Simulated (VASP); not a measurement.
Method: PBEsol GGA, VASP's PBE PAW potentials (set 64) (plane waves; VASP).

A VASP calculation is set up with these files.

File KPOINTS:
```
Automatic mesh
0
Gamma
6 6 6
0 0 0
```

POSCAR:
```
GeF2
5.5300320
  0.0073891627   0.4926108487   0.4926108487
  0.4926108487   0.0073891627   0.4926108487
  0.5000000115   0.5000000115   0.0000000000
Ge F
1 2
Cartesian
  0.0000000000   0.0000000000   0.0000000000
  0.2500000057   0.2500000057   0.2463054244
  0.7500000172   0.7500000172   0.7389162731
```

INCAR:
```
! general
SYSTEM  = GeF2
PREC    = Accurate
ENCUT   = 600
LREAL   = .FALSE.
LASPH   = .TRUE.   ! aspherical one-centre terms

! electronic loop
EDIFF   = 1E-7
NELM    = 100
ALGO    = Normal
LMAXMIX = 4   ! l cut-off of mixed one-centre charges

! smearing
ISMEAR  = 0   ! Gaussian
SIGMA   = 0.05   ! width (eV)

! functional
GGA     = PS

! ions
ISIF    = 2   ! forces and stress, cell fixed

! output
LWAVE   = .FALSE.
LCHARG  = .FALSE.
```

POTCAR, in this order: Ge_d F (PBE.64 set). Program: vasp_std.

Output of the run:

File OSZICAR:
```
       N       E                     dE             d eps       ncg     rms          rms(c)
DAV:   1     0.280176960443E+03    0.28018E+03   -0.16543E+04  1872   0.394E+03
DAV:   2     0.163008499509E+02   -0.26388E+03   -0.25139E+03  1932   0.724E+02
DAV:   3    -0.147868820808E+02   -0.31088E+02   -0.30793E+02  1770   0.174E+02
DAV:   4    -0.158680674014E+02   -0.10812E+01   -0.10793E+01  1782   0.337E+01
DAV:   5    -0.158881087585E+02   -0.20041E-01   -0.20041E-01  1736   0.507E+00    0.664E+00
DAV:   6    -0.145923023929E+02    0.12958E+01   -0.69454E+00  2246   0.315E+01    0.246E+00
DAV:   7    -0.145745916634E+02    0.17711E-01   -0.29073E-01  1676   0.405E+00    0.131E+00
DAV:   8    -0.145672588405E+02    0.73328E-02   -0.64702E-02  1938   0.315E+00    0.328E-01
DAV:   9    -0.145663182434E+02    0.94060E-03   -0.10842E-02  2138   0.112E+00    0.852E-02
DAV:  10    -0.145669203710E+02   -0.60213E-03   -0.94368E-04  1748   0.491E-01    0.254E-02
DAV:  11    -0.145669172449E+02    0.31261E-05   -0.63668E-05  2014   0.133E-01    0.713E-03
DAV:  12    -0.145669244323E+02   -0.71874E-05   -0.14163E-05  1672   0.402E-02    0.254E-03
DAV:  13    -0.145669244319E+02    0.42974E-09   -0.10503E-06  1886   0.241E-02    0.472E-04
DAV:  14    -0.145669244742E+02   -0.42277E-07   -0.83342E-08  1232   0.492E-03
   1 F= -.14566924E+02 E0= -.14566924E+02  d E =-.288297E-21
```

**OUTCAR**
```
------------------------ aborting loop because EDIFF is reached ----------------------------------------
  FORCE on cell =-STRESS in cart. coord.  units (eV):
  Direction    XX          YY          ZZ          XY          YZ          ZX
  --------------------------------------------------------------------------------------
  Total        0.0274560      0.0274560      0.0275703     -0.1638966      0.0000000      0.0000000
  in kB        1.0882300      1.0882300      1.0927600     -6.4961093      0.0000000      0.0000000
  external PRESSURE =       1.0897400 kB  Pullay stress =       0.0000000 kB
  volume of cell :       40.42
      direct lattice vectors                 reciprocal lattice vectors
     0.040862306  2.724153757  2.724153757    -0.186338312  0.186338312  0.183543237
     2.724153757  0.040862306  2.724153757     0.186338312 -0.186338312  0.183543237
     2.765016064  2.765016064  0.000000000     0.180830776  0.180830776 -0.183543237
 POSITION                                       TOTAL-FORCE (eV/Angst)
 -----------------------------------------------------------------------------------
      0.00000      0.00000      0.00000         0.000000      0.000000      0.000000
      1.38251      1.38251      1.36208         0.000000     -0.000000     -0.043913
      4.14752      4.14752      4.08623         0.000000     -0.000000      0.043913
 -----------------------------------------------------------------------------------
    total drift:                                0.000000     -0.000000      0.000000
  FREE ENERGIE OF THE ION-ELECTRON SYSTEM (eV)
  ---------------------------------------------------
  free  energy   TOTEN  =       -14.5669244742 eV

  energy  without entropy=      -14.5669244742  energy(sigma->0) =      -14.56692447
```
(Selected blocks of OUTCAR.)

The structure was generated: GeF2 was put into the fluorite type (Fm-3m), which need not be its known phase. This cell was strained or had an atom moved on purpose.
